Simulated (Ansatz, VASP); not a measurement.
## Cs2NaSnSe6 in VASP and in Ansatz

```
Se Na Sn Cs
1.0
     0.00000    5.19420    5.19420
     5.19420    0.00000    5.19420
     5.19420    5.19420    0.00000
Se Na Sn Cs
6 1 1 2
Direct
  0.76000 0.24000 0.24000
  0.24000 0.76000 0.24000
  0.24000 0.76000 0.76000
  0.76000 0.24000 0.76000
  0.24000 0.24000 0.76000
  0.76000 0.76000 0.24000
  0.50000 0.50000 0.50000
  0.00000 0.00000 0.00000
  0.25000 0.25000 0.25000
  0.75000 0.75000 0.75000
```

The cell was built by a generator and needn't be a form met in nature.

Alike in both runs: task single point; functional PBE; k mesh 3 × 3 × 3; no spin polarisation.

|  | VASP | Ansatz |
| --- | --- | --- |
| version | VASP 6.6.1 | Ansatz 0.2.0 |
| potentials or method | VASP PAW PBE potentials, release 64 (Se, Na_pv, Sn_d, Cs_sv) | PAW plane waves |
| plane-wave cutoff (eV) | 520 | 420 |
| occupations | fermi-dirac, width 0.1 eV | fermi-dirac |
| valence electrons in the cell | 75 | 137 |

Ansatz gave:

* gap on the k mesh at the Fermi level (eV): none
* pressure (GPa): 7.6
* rms of the force components (eV/Å): 0.595

**Question.** Which values does VASP return?

**Answer.** gap on the k mesh at the Fermi level (eV): none; pressure (GPa): 7.7; rms of the force components (eV/Å): 0.597.

Atom by atom the forces differ by 0.002 eV/Å (rms over components). A gap of «none» marks a metal or a gap that the smearing closes. The two sets of potentials don't hold the same shells in valence.

Caveats: forces of over 1 eV/Å show positions far from the minimum, so gaps and moduli don't describe the material at rest. Spin-orbit coupling is left out, which matters for the levels of Cs.
